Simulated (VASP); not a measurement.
VASP input:

**KPOINTS**
```
Automatic mesh
0
Gamma
16 16 16
0 0 0
```

POSCAR:
```
TaC
1.0
  0.0000000000   2.2392880878   2.2392880878
  2.2392880878   0.0000000000   2.2392880878
  2.2392880878   2.2392880878   0.0000000000
Ta C
1 1
Direct
  0.0000000000   0.0000000000   0.0000000000
  0.5000000000   0.5000000000   0.5000000000
```

**INCAR**
```
SYSTEM  =  TaC
PREC  =  Accurate; ENCUT  =  520; LREAL  =  .FALSE.
LASPH  =  .TRUE.
EDIFF  =  1E-7; NELM  =  100; ALGO  =  Normal
LMAXMIX  =  6
ISMEAR  =  -5
GGA  =  PE
ISIF  =  2
LWAVE  =  .FALSE.; LCHARG  =  .TRUE.; LORBIT  =  11
NEDOS  =  601
```

POTCAR, in this order: Ta_pv C (PBE.64 set). Program: vasp_std.

Problem. Write an equivalent input for Quantum ESPRESSO's pw.x.

Solution. One equivalent input (not run):
```
&CONTROL
  calculation = 'scf'
  pseudo_dir = './pseudo'
  outdir = './out'
  tprnfor = .true.
  tstress = .true.
/
&SYSTEM
  ibrav = 0
  nat = 2
  ntyp = 2
  ecutwfc = 82
  occupations = 'tetrahedra'
  input_dft = 'pbe'
/
&ELECTRONS
  conv_thr = 7.3e-09
  electron_maxstep = 100
/
ATOMIC_SPECIES
  Ta 180.948 Ta.upf
  C 12.011 C.upf
CELL_PARAMETERS angstrom
     0.0000000    2.2392881    2.2392881
     2.2392881    0.0000000    2.2392881
     2.2392881    2.2392881    0.0000000
ATOMIC_POSITIONS crystal
  Ta   0.0000000  0.0000000  0.0000000
  C    0.5000000  0.5000000  0.5000000
K_POINTS automatic
  16 16 16 0 0 0
```
The two are equivalent in intent, not identical: the potentials are each code's own (VASP's PAW set, PseudoDojo norm-conserving files in pw.x), so ENCUT and ecutwfc are chosen apart and not converted; conv_thr bounds pw.x's estimated SCF error, while EDIFF bounds the energy change between steps.

The compound is TaC in the rock salt structure. It was relaxed first.
